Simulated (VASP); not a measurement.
Crystal: In2Te2O.

```
In Te O
1.0
     4.41147   -0.08066    0.01334
    -4.55117    7.75543    0.11272
     0.03127    0.17060   10.30582
In Te O
4 4 2
Direct
  0.98698 0.00008 0.80229
  0.97204 0.50153 0.80564
  0.01062 0.01238 0.20201
  0.01323 0.52626 0.20552
  0.30040 0.33274 0.31641
  0.34155 0.83325 0.31759
  0.66528 0.15933 0.66400
  0.68673 0.65806 0.67127
  0.99840 0.00153 0.00134
  0.96664 0.48134 0.00280
```

The cell was built by a generator and needn't be a form met in nature.

| Item | Value |
| --- | --- |
| Program | VASP 6.6.1 |
| Task | relaxation of cell and atoms |
| Functional | PBE |
| Potentials or basis | VASP PAW PBE potentials, release 64 (In_d, Te, O) |
| Cutoff | 520 eV |
| k mesh | 5 × 5 × 2 |
| Occupations | gaussian, width 0.05 eV |
| Spin | no spin polarisation |

At the start: pressure -1.1 GPa; volume 34.87 Å³/atom.

**Question.** Where does the relaxation end?

**Answer.** Over 66 steps the energy falls by 90.7 meV/atom; space group P1 (No. 1, to 0.05 Å).

The path:
```
step  energy change (eV)  largest force (eV/Å)  pressure (GPa)  volume (Å³)
   1              0.0000                2.9336           -1.08       348.71
   3             -0.5207                0.8523            0.51       341.85
   5             -0.6528                0.9202           -0.22       345.88
   7             -0.7370                0.3008           -0.43       346.27
   9             -0.7497                0.2235            0.14       342.59
  11             -0.7547                0.1950            0.07       343.11
  13             -0.7597                0.1628            0.02       343.56
  15             -0.7673                0.1550            0.02       344.34
  17             -0.7690                0.3223            0.18       344.82
  19             -0.7729                0.2035            0.07       345.16
  21             -0.7755                0.5804           -0.36       349.84
  23             -0.7853                0.2129           -0.19       347.91
  25             -0.7914                0.3074           -0.21       348.52
  27             -0.8123                0.2617            0.16       346.85
  29             -0.8150                0.4831            0.34       345.96
  31             -0.8305                0.2779            0.22       346.97
  33             -0.8408                0.3033            0.07       348.17
  35             -0.8458                0.4527           -0.37       351.79
  37             -0.8589                0.2066           -0.15       350.00
  39             -0.8686                0.1168           -0.06       348.95
  41             -0.8738                0.2020            0.06       346.56
  43             -0.8794                0.1512            0.07       346.88
  45             -0.8872                0.1521           -0.03       347.12
  47             -0.8878                0.1772           -0.30       348.37
  49             -0.8931                0.1104           -0.10       347.40
  51             -0.8957                0.0973            0.02       346.74
  53             -0.8994                0.1701            0.01       347.21
  55             -0.9022                0.0774            0.05       347.56
  57             -0.9026                0.1094            0.06       347.72
  59             -0.9047                0.0737           -0.10       349.32
  61             -0.9057                0.0610           -0.08       348.98
  63             -0.9065                0.1180            0.05       348.65
  65             -0.9072                0.0524           -0.01       348.90
  66             -0.9072                0.0274            0.00       348.85
```

Final structure:
```
In Te O
1.0
     4.44437   -0.00448   -0.01850
    -4.44913    7.59191    0.07171
    -0.03336    0.09312   10.34589
In Te O
4 4 2
Direct
  0.01308 0.01641 0.81524
  0.01216 0.51592 0.81553
  0.02177 0.02266 0.18120
  0.02225 0.52163 0.18208
  0.35127 0.35031 0.31023
  0.35074 0.85086 0.30870
  0.67405 0.18022 0.68753
  0.67263 0.67976 0.68814
  0.91375 0.93434 0.99983
  0.91018 0.43439 0.00041
```
